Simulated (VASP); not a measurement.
# Hf3SnS4 (P3m1) in VASP: notebook

Runs on Hf3SnS4. Level: PBE. Tasks: single point.

Everything below comes from runs of VASP 6.6.1. Logs are shortened: lines on timing, memory, paths and dates and some standing lists are left out, and cuts for length are marked.

## 1. The crystal as given

The structure is trigonal, space group P3m1 (No. 156). The conventional cell has a = 3.611 Å, b = 3.611 Å, c = 17.495 Å, α = 90.00°, β = 90.00°, γ = 120.00°. Around Hf (site symmetry 3m) lie 6 S at 2.55 Å. Hf (site symmetry 3m) is surrounded by 3 S at 2.50 Å. Around Hf (site symmetry 3m) lie 3 S at 2.50 Å. Sn (site symmetry 3m) has 6 Hf at 3.03 to 3.04 Å as nearest neighbours. S (site symmetry 3m) has 3 Hf at 2.55 Å as nearest neighbours. S (site symmetry 3m) has 3 Hf at 2.55 Å as nearest neighbours. S (site symmetry 3m) is surrounded by 3 Hf at 2.50 Å. S (site symmetry 3m) has 3 Hf at 2.50 Å as nearest neighbours.

The cell was built by a generator and needn't be a form met in nature.

## 2. Single point, PBE

Input file INCAR:

```
SYSTEM = Hf3SnS4
PREC = Normal
ENCUT = 520
EDIFF = 1E-5
ISMEAR = 0
SIGMA = 0.15
LREAL = Auto
LASPH = .TRUE.
NELM = 80
ALGO = Fast
ISIF = 2
LWAVE = .FALSE.
LCHARG = .FALSE.
GGA = PE
```

Input file KPOINTS:

```
Automatic mesh
0
G
  7 7 2
  0 0 0
```

Input file POSCAR:

```
Hf3SnS4
1.0
    3.6112710000      0.0000000000      0.0000000000
   -1.8056350000      3.1274520000      0.0000000000
    0.0000000000      0.0000000000     17.4954300000
Hf Sn S
3 1 4
Direct
    0.6666670000      0.3333330000      0.0007190000
    0.3333330000      0.6666670000      0.3735390000
    0.3333330000      0.6666670000      0.6256300000
    0.0000000000      0.0000000000      0.4996010000
    0.0000000000      0.0000000000      0.9171600000
    0.3333330000      0.6666670000      0.0841890000
    0.6666670000      0.3333330000      0.2946190000
    0.6666670000      0.3333330000      0.7045710000
```

Potentials or basis: VASP PAW PBE potentials, release 64 (Hf_pv, Sn_d, S).

Launch:

```sh
> cat potpaw_PBE.64/Hf_pv/POTCAR potpaw_PBE.64/Sn_d/POTCAR potpaw_PBE.64/S/POTCAR > POTCAR
> mpirun -np 1 vasp_std > vasp.out
```

OUTCAR:

```text
SYSTEM = Hf3SnS4
   PREC = Normal
   ENCUT = 520
   EDIFF = 1E-5
   ISMEAR = 0
   LREAL = Auto
   LASPH = .TRUE.
   NELM = 80
   ISIF = 2
   GGA = PE

 ion  position               nearest neighbor table
   1  0.667  0.333  0.001-   6 2.55   6 2.55   6 2.55   5 2.55   5 2.55   5 2.55
   2  0.333  0.667  0.374-   7 2.50   7 2.50   7 2.50   4 3.04   4 3.04   4 3.04
   3  0.333  0.667  0.626-   8 2.50   8 2.50   8 2.50   4 3.03   4 3.03   4 3.03
   4  0.000  0.000  0.500-   3 3.03   3 3.03   3 3.03   2 3.04   2 3.04   2 3.04
   5  0.000  0.000  0.917-   1 2.55   1 2.55   1 2.55
   6  0.333  0.667  0.084-   1 2.55   1 2.55   1 2.55
   7  0.667  0.333  0.295-   2 2.50   2 2.50   2 2.50
   8  0.667  0.333  0.705-   3 2.50   3 2.50   3 2.50

  LATTYP: Found a hexagonal cell.
 ALAT       =     3.6112710000
 C/A-ratio  =     4.8446738004

  Lattice vectors:

 A1 = (   3.6112710000,   0.0000000000,   0.0000000000)
 A2 = (  -1.8056350000,   3.1274520000,   0.0000000000)
 A3 = (   0.0000000000,   0.0000000000,  17.4954300000)

Analysis of symmetry for initial positions (statically):
=====================================================================
 Subroutine PRICEL returns:
 Original cell was already a primitive cell.

 Routine SETGRP: Setting up the symmetry group for a
 hexagonal supercell.

 Subroutine GETGRP returns: Found  6 space group operations
 (whereof  6 operations were pure point group operations)
 out of a pool of 24 trial point group operations.

The static configuration has the point symmetry C_3v.

Analysis of symmetry for dynamics (positions and initial velocities):
=====================================================================
 Subroutine PRICEL returns:
 Original cell was already a primitive cell.

 Routine SETGRP: Setting up the symmetry group for a
 hexagonal supercell.

 Subroutine GETGRP returns: Found  6 space group operations
 (whereof  6 operations were pure point group operations)
 out of a pool of 24 trial point group operations.

The dynamic configuration has the point symmetry C_3v.

 Subroutine INISYM returns: Found  6 space group operations
 (whereof  6 operations are pure point group operations),
 and found     1 'primitive' translations

----------------------------------------------------------------------------------------

                                     Primitive cell

[... 99 lines left out ...]
   ISIF   =      2    stress and relaxation
   ISYM   =      2    0-nonsym 1-usesym 2-fastsym
   POTIM  = 0.5000    time-step for ionic-motion
   TEBEG  =    0.0;   TEEND  =   0.0 temperature during run
   PSTRESS=    0.0 pullay stress
   NELECT =      68.0000    total number of electrons
   NUPDOWN=      -1.0000    fix difference up-down
   EMIN   =  10.00;   EMAX   =-10.00  energy-range for DOS
   EFERMI =   0.00;   METHOD = LEGACY
   ISMEAR =     0;   SIGMA  =   0.15  broadening in eV -4-tet -1-fermi 0-gaus
   EFERMI_NEDOS =   21; number of points for ismear=-14 and -15
   IALGO  =     68    algorithm
   IMIX   =      4    mixing-type and parameters
     AMIX     =   0.40;   BMIX     =  1.00
     AMIX_MAG =   1.60;   BMIX_MAG =  1.00
  volume/ion in A,a.u.               =      24.70       166.68
  Fermi-wavevector in a.u.,A,eV,Ry     =   1.147236  2.167961 17.907307  1.316150
  Thomas-Fermi vector in A             =   2.283917
   LORBIT       =      0    0 simple, 1 ext, 2 COOP (PROOUT), +10 PAW based schemes
   GGA     = PE    functional components
   LHFCALC =     F    Hartree Fock is set to
   AEXX    =    0.0000 exact exchange contribution
   IVDW    =     0    specifies the selected vdW correction
   LEPSILON=     F    determine dielectric tensor
   LRPA    =     F    only Hartree local field effects (RPA)
 non-spin polarized calculation
 RMM-DIIS sequential band-by-band and
 Gauss-broadening in eV      SIGMA  =   0.15
  energy-cutoff  :      520.00
  volume of cell :      197.59
 maximum number of plane-waves:      5370
   NGX = 13   NGY = 13   NGZ = 65

 number of electron      68.0000007 magnetization

 Free energy of the ion-electron system (eV)
  ---------------------------------------------------
  ext. energy  EPLUGINS =         0.00000000
  ---------------------------------------------------
  free energy    TOTEN  =       -59.92124833 eV

  energy without entropy =      -59.84910510  energy(sigma->0) =      -59.88517671

 E-fermi :   4.3101     XC(G=0):  -9.4243

 val. band max:        4.3055802310   @ k =   0.2857   0.1429   0.5000
 cond. band min:       4.3159907070   @ k =   0.4286  -0.0000   0.0000
 fundamental gap:      0.0104104761
 Fermi energy:         4.3101465653

 k-point     1 :       0.0000    0.0000    0.0000
  band No.  band energies     occupation
      1     -27.4069      2.00000
      2     -27.2986      2.00000
      3     -27.2985      2.00000
      4     -27.1803      2.00000
      5     -27.1713      2.00000
      6     -27.0926      2.00000
[... 677 lines left out ...]
     39       6.5185      0.00000
     40       6.7697      0.00000

------------------------ aborting loop because EDIFF is reached ----------------------------------------

  FORCE on cell =-STRESS in cart. coord.  units (eV):
  Direction    XX          YY          ZZ          XY          YZ          ZX
  --------------------------------------------------------------------------------------
  -------------------------------------------------------------------------------------
  Total        0.0192668      0.0192668     -0.1384133      0.0000000      0.0000000      0.0000000
  in kB        0.1562231      0.1562231     -1.1223108      0.0000000      0.0000000      0.0000000
  external PRESSURE =      -0.2699549 kB  Pullay stress =       0.0000000 kB

 VOLUME and BASIS-vectors are now :
 -----------------------------------------------------------------------------
  energy-cutoff  :      520.00
  volume of cell :      197.59
      direct lattice vectors                 reciprocal lattice vectors
     3.611271000  0.000000000  0.000000000     0.276910816  0.159874512  0.000000000
    -1.805635000  3.127452000  0.000000000     0.000000000  0.319749112  0.000000000
     0.000000000  0.000000000 17.495430000     0.000000000  0.000000000  0.057157783

 POSITION                                       TOTAL-FORCE (eV/Angst)
 -----------------------------------------------------------------------------------
      1.80564      1.04248      0.01258        -0.000000     -0.000000      0.019994
     -0.00000      2.08497      6.53523        -0.000000      0.000000     -0.034284
     -0.00000      2.08497     10.94567        -0.000000      0.000000      0.017382
      0.00000      0.00000      8.74073         0.000000     -0.000000     -0.002446
      0.00000      0.00000     16.04611        -0.000000      0.000000      0.021158
     -0.00000      2.08497      1.47292         0.000000     -0.000000     -0.012834
      1.80564      1.04248      5.15449        -0.000000      0.000000      0.015616
      1.80564      1.04248     12.32677         0.000000     -0.000000     -0.024587
 -----------------------------------------------------------------------------------
    total drift:                               -0.000395      0.000226     -0.031769

  FREE ENERGIE OF THE ION-ELECTRON SYSTEM (eV)
  ---------------------------------------------------
  free  energy   TOTEN  =       -59.9212483261 eV

  energy  without entropy=      -59.8491051009  energy(sigma->0) =      -59.88517671
```

OSZICAR:

```text
N       E                     dE             d eps       ncg     rms          rms(c)
DAV:   1     0.557521546114E+03    0.55752E+03   -0.33492E+04  1296   0.175E+03
[... 12 lines left out ...]
RMM:  14    -0.599217895589E+02    0.17952E-02   -0.18331E-02  1902   0.337E-01    0.542E-01
RMM:  15    -0.599214017845E+02    0.38777E-03   -0.10933E-03  1613   0.131E-01    0.425E-01
RMM:  16    -0.599212871580E+02    0.11463E-03   -0.39458E-04  1678   0.628E-02    0.312E-01
RMM:  17    -0.599212196978E+02    0.67460E-04   -0.17856E-04  1549   0.417E-02    0.224E-01
RMM:  18    -0.599212987352E+02   -0.79037E-04   -0.17180E-03  2023   0.103E-01    0.229E-01
RMM:  19    -0.599212572254E+02    0.41510E-04   -0.88876E-05  1393   0.398E-02    0.206E-01
RMM:  20    -0.599212483261E+02    0.88993E-05   -0.19031E-05   982   0.160E-02
   1 F= -.59921248E+02 E0= -.59885177E+02  d E =-.721432E-01
```

stdout:

```text
POSCAR found type information on POSCAR HfSnS
 POSCAR found :  3 types and       8 ions
 scaLAPACK will be used
 -----------------------------------------------------------------------------
|                                                                             |
|                                                                             |
|     You have a (more or less) 'small supercell' and for smaller cells       |
|     it is recommended to use the reciprocal-space projection scheme!        |
|     The real-space optimization is not efficient for small cells and it     |
|     is also less accurate ...                                               |
|     Therefore, set LREAL=.FALSE. in the INCAR file.                         |
|                                                                             |
 -----------------------------------------------------------------------------

 LDA part: xc-table for (Slater+PW92), standard interpolation
 POSCAR, INCAR and KPOINTS ok, starting setup
 FFT: planning ... GRIDC
 FFT: planning ... GRID_SOFT
 FFT: planning ... GRID
 WAVECAR not read
 entering main loop
```

It took 45 s on 1 thread of Intel Xeon 6975P-C (Granite Rapids), shared host; peak memory 0.23 GiB.

What came out:

```yaml
Free_energy: -59.9212 eV
Pressure: 0.0 GPa
Largest_force: 0.034 eV/Å
Band_gap_on_the_k_mesh: none (metal or under the smearing width)
```

Forces on the atoms (eV/Å):
```
Hf   0.000  0.000  0.020
Hf   0.000  0.000 -0.034
Hf   0.000  0.000  0.017
Sn   0.000  0.000 -0.002
S    0.000  0.000  0.021
S    0.000  0.000 -0.013
S    0.000  0.000  0.016
S    0.000  0.000 -0.025
```

Stress tensor (GPa, compression positive):
```
 0.02  0.00  0.00
 0.00  0.02  0.00
 0.00  0.00 -0.11
```

Caveat: this functional lacks dispersion, which binds the layers, so the pressure and a relaxed spacing across them are unreliable.

## 3. Single point, PBE

This run uses another cell than the first one, of 25.04 Å³/atom, 1.014 times its volume.

INCAR is that of step 2.

KPOINTS is that of step 2.

Input file POSCAR:

```
Hf3SnS4
1.0
    3.6105610000      0.0000000000      0.0000000000
   -1.8052810000      3.1268380000      0.0000000000
    0.0000000000      0.0000000000     17.7426700000
Hf Sn S
3 1 4
Direct
    0.0000000000      0.0000000000      0.0000000000
    0.6666670000      0.3333330000      0.6249570000
    0.3333330000      0.6666670000      0.3750430000
    0.0000000000      0.0000000000      0.5000000000
    0.6666670000      0.3333330000      0.9176350000
    0.3333330000      0.6666670000      0.0823650000
    0.3333330000      0.6666670000      0.7025830000
    0.6666670000      0.3333330000      0.2974170000
```

Potentials or basis: VASP PAW PBE potentials, release 64 (Hf_pv, Sn_d, S).

Launch:

```sh
> cat potpaw_PBE.64/Hf_pv/POTCAR potpaw_PBE.64/Sn_d/POTCAR potpaw_PBE.64/S/POTCAR > POTCAR
> mpirun -np 1 vasp_std > vasp.out
```

OUTCAR:

```text
SYSTEM = Hf3SnS4
   PREC = Normal
   ENCUT = 520
   EDIFF = 1E-5
   ISMEAR = 0
   LREAL = Auto
   LASPH = .TRUE.
   NELM = 80
   ISIF = 2
   GGA = PE

 ion  position               nearest neighbor table
   1  0.000  0.000  0.000-   5 2.55   6 2.55   5 2.55   6 2.55   5 2.55   6 2.55
   2  0.667  0.333  0.625-   7 2.50   7 2.50   7 2.50   4 3.04   4 3.04   4 3.04
   3  0.333  0.667  0.375-   8 2.50   8 2.50   8 2.50   4 3.04   4 3.04   4 3.04
   4  0.000  0.000  0.500-   2 3.04   3 3.04   2 3.04   3 3.04   2 3.04   3 3.04
   5  0.667  0.333  0.918-   1 2.55   1 2.55   1 2.55
   6  0.333  0.667  0.082-   1 2.55   1 2.55   1 2.55
   7  0.333  0.667  0.703-   2 2.50   2 2.50   2 2.50
   8  0.667  0.333  0.297-   3 2.50   3 2.50   3 2.50

  LATTYP: Found a hexagonal cell.
 ALAT       =     3.6105610000
 C/A-ratio  =     4.9141033762

  Lattice vectors:

 A1 = (   3.6105610000,   0.0000000000,   0.0000000000)
 A2 = (  -1.8052810000,   3.1268380000,   0.0000000000)
 A3 = (   0.0000000000,   0.0000000000,  17.7426700000)

Analysis of symmetry for initial positions (statically):
=====================================================================
 Subroutine PRICEL returns:
 Original cell was already a primitive cell.

 Routine SETGRP: Setting up the symmetry group for a
 hexagonal supercell.

 Subroutine GETGRP returns: Found 12 space group operations
 (whereof 12 operations were pure point group operations)
 out of a pool of 24 trial point group operations.

The static configuration has the point symmetry D_3d.

Analysis of symmetry for dynamics (positions and initial velocities):
=====================================================================
 Subroutine PRICEL returns:
 Original cell was already a primitive cell.

 Routine SETGRP: Setting up the symmetry group for a
 hexagonal supercell.

 Subroutine GETGRP returns: Found 12 space group operations
 (whereof 12 operations were pure point group operations)
 out of a pool of 24 trial point group operations.
[... 129 lines left out ...]
   GGA     = PE    functional components
   LHFCALC =     F    Hartree Fock is set to
   AEXX    =    0.0000 exact exchange contribution
   IVDW    =     0    specifies the selected vdW correction
   LEPSILON=     F    determine dielectric tensor
   LRPA    =     F    only Hartree local field effects (RPA)
 non-spin polarized calculation
 RMM-DIIS sequential band-by-band and
 Gauss-broadening in eV      SIGMA  =   0.15
  energy-cutoff  :      520.00
  volume of cell :      200.31
 maximum number of plane-waves:      5422
   NGX = 13   NGY = 13   NGZ = 65

 number of electron      68.0000023 magnetization

 Free energy of the ion-electron system (eV)
  ---------------------------------------------------
  ext. energy  EPLUGINS =         0.00000000
  ---------------------------------------------------
  free energy    TOTEN  =       -59.75151390 eV

  energy without entropy =      -59.69704079  energy(sigma->0) =      -59.72427735

 E-fermi :   4.2838     XC(G=0):  -9.3340

 val. band max:        4.1989290895   @ k =   0.4286  -0.0000   0.5000
 cond. band min:       4.2986542475   @ k =   0.2857  -0.0000   0.0000
 fundamental gap:      0.0997251580
 Fermi energy:         4.2837554392

 k-point     1 :       0.0000    0.0000    0.0000
  band No.  band energies     occupation
      1     -27.4556      2.00000
      2     -27.3921      2.00000
      3     -27.3861      2.00000
      4     -27.3478      2.00000
      5     -27.3478      2.00000
      6     -27.2817      2.00000
[... 677 lines left out ...]
     39       6.1964      0.00000
     40       6.4784      0.00000

------------------------ aborting loop because EDIFF is reached ----------------------------------------

  FORCE on cell =-STRESS in cart. coord.  units (eV):
  Direction    XX          YY          ZZ          XY          YZ          ZX
  --------------------------------------------------------------------------------------
  -------------------------------------------------------------------------------------
  Total        0.0876266      0.0876267      0.1061286     -0.0000000      0.0000000      0.0000000
  in kB        0.7008865      0.7008867      0.8488753     -0.0000001      0.0000000      0.0000000
  external PRESSURE =       0.7502162 kB  Pullay stress =       0.0000000 kB

 VOLUME and BASIS-vectors are now :
 -----------------------------------------------------------------------------
  energy-cutoff  :      520.00
  volume of cell :      200.31
      direct lattice vectors                 reciprocal lattice vectors
     3.610561000  0.000000000  0.000000000     0.276965269  0.159905994  0.000000000
    -1.805281000  3.126838000  0.000000000     0.000000000  0.319811899  0.000000000
     0.000000000  0.000000000 17.742670000     0.000000000  0.000000000  0.056361303

 POSITION                                       TOTAL-FORCE (eV/Angst)
 -----------------------------------------------------------------------------------
      0.00000      0.00000      0.00000        -0.000000      0.000000     -0.000000
      1.80528      1.04228     11.08841         0.000000      0.000000      0.034157
     -0.00000      2.08456      6.65426        -0.000000      0.000000     -0.034157
      0.00000      0.00000      8.87134        -0.000000      0.000000     -0.000000
      1.80528      1.04228     16.28129        -0.000000      0.000000     -0.002444
     -0.00000      2.08456      1.46138         0.000000     -0.000000      0.002444
     -0.00000      2.08456     12.46570         0.000000      0.000000     -0.023538
      1.80528      1.04228      5.27697        -0.000000     -0.000000      0.023538
 -----------------------------------------------------------------------------------
    total drift:                                0.000000     -0.000000      0.000000

  FREE ENERGIE OF THE ION-ELECTRON SYSTEM (eV)
  ---------------------------------------------------
  free  energy   TOTEN  =       -59.7515139026 eV

  energy  without entropy=      -59.6970407891  energy(sigma->0) =      -59.72427735
```

OSZICAR:

```text
N       E                     dE             d eps       ncg     rms          rms(c)
DAV:   1     0.560551730512E+03    0.56055E+03   -0.33300E+04  1304   0.173E+03
[... 12 lines left out ...]
RMM:  14    -0.597645447497E+02   -0.93555E-02   -0.58643E-02  2024   0.585E-01    0.160E+00
RMM:  15    -0.597529873897E+02    0.11557E-01   -0.56169E-03  1534   0.247E-01    0.105E+00
RMM:  16    -0.597521797715E+02    0.80762E-03   -0.22548E-03  1584   0.132E-01    0.722E-01
RMM:  17    -0.597516918895E+02    0.48788E-03   -0.19729E-03  1796   0.115E-01    0.344E-01
RMM:  18    -0.597514525397E+02    0.23935E-03   -0.37020E-03  1914   0.127E-01    0.210E-01
RMM:  19    -0.597515158215E+02   -0.63282E-04   -0.37892E-04  1592   0.537E-02    0.285E-01
RMM:  20    -0.597515139026E+02    0.19189E-05   -0.43987E-05  1150   0.231E-02
   1 F= -.59751514E+02 E0= -.59724277E+02  d E =-.544731E-01
```

Run time: 45 s. Hardware: 1 thread of Intel Xeon 6975P-C (Granite Rapids), shared host; peak memory 0.24 GiB.

What came out:

```
Free energy            : -59.7515 eV
Pressure               : 0.1 GPa
Largest force          : 0.034 eV/Å
Band gap on the k mesh : none (metal or under the smearing width)
```

Forces on the atoms (eV/Å):
```
Hf   0.000  0.000  0.000
Hf   0.000  0.000  0.034
Hf   0.000  0.000 -0.034
Sn   0.000  0.000  0.000
S    0.000  0.000 -0.002
S    0.000  0.000  0.002
S    0.000  0.000 -0.024
S    0.000  0.000  0.024
```

Caveat: this functional lacks dispersion, which binds the layers, so the pressure and a relaxed spacing across them are unreliable. Spin-orbit coupling is left out, which matters for the levels of Hf.
